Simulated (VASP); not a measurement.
Energy against volume of CsPbBr3 (cubic perovskite). Computed with PBE GGA with D3 dispersion (Becke-Johnson damping), VASP's PBE PAW potentials (set 64) (plane waves; VASP). Numerical set-up: 520 eV cut-off, 4×4×4 Γ-centred mesh, Gaussian smearing of 0.050 eV, potentials Cs_sv Pb_d Br.

| V (Å³/atom) | E (eV/atom) |
|---|---|
| 40.455 | -3.38030 |
| 41.706 | -3.38308 |
| 42.957 | -3.38095 |
| 44.208 | -3.37467 |

Problem. Fit these four points and predict the energy of the run at 39.204 Å³/atom.

Solution. A cubic in V^(−2/3), the third-order Birch-Murnaghan form, passes through the four points with V0 = 41.75 Å³/atom and B0 = 21 GPa, and gives -3.3717 eV/atom there. The run gave -3.3717 eV/atom, +0.0 meV/atom from the fit; all five points give B0 = 21 GPa.

The compound is CsPbBr3 in the cubic perovskite structure, the ideal cubic form; the compound distorts at low or room temperature. It was relaxed first.
